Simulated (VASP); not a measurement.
Given:

```xyz
4
Lattice="3.7032 0.0000 0.0000 -1.8516 3.2070 0.0000 0.0000 0.0000 6.3330" Properties=species:S:1:pos:R:3 pbc="T T T"
Ga     0.0000     0.0000     0.0000
Ga     0.0000     0.0000     3.1665
As     0.0000     2.1380     1.5833
As     1.8516     1.0690     4.7498
```

Calculation: PBEsol GGA, VASP's PBE PAW potentials (set 64) (plane waves; VASP 6.6.1). Numerical set-up: 400 eV cut-off, 13×13×7 Γ-centred mesh, tetrahedra with Blöchl corrections, potentials Ga_d As.

Problem. Estimate the energy per atom (σ→0), band gap (on the k-mesh) with the smallest direct gap where there is one.

Solution. 
The band gap (on the k-mesh) comes out as none (metal, semimetal or under 0.01 eV) and the energy per atom (σ→0) is -409.7 kJ/mol of atoms.

The structure was generated: GaAs was put into the NiAs type type (P6_3/mmc), which need not be its known phase. It was relaxed first, which changed the volume by +10 %.
